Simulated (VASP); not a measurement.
Energy against volume of Ru (hcp). These are PBE GGA with D3 dispersion (zero damping), VASP's PBE PAW potentials (set 64) (plane waves; VASP) values and carry that method's errors. Numerical set-up: 520 eV cut-off, 15×15×9 Γ-centred mesh, first-order Methfessel-Paxton smearing of 0.10 eV, potentials Ru_pv.

Shape and ions are relaxed at each volume.

| V (Å³/atom) | E (eV/atom) |
|---|---|
| 12.629 | -9.73348 |
| 13.032 | -9.77684 |
| 13.435 | -9.79011 |
| 13.838 | -9.77809 |

Problem. Fit these four points and predict the energy of the run at 14.242 Å³/atom.

Solution. A cubic in V^(−2/3), the third-order Birch-Murnaghan form, passes through the four points with V0 = 13.43 Å³/atom and B0 = 335 GPa, and gives -9.7447 eV/atom there. The run gave -9.7449 eV/atom, -0.1 meV/atom from the fit; all five points give B0 = 334 GPa.

The compound is Ru in the hcp structure. It was relaxed first.
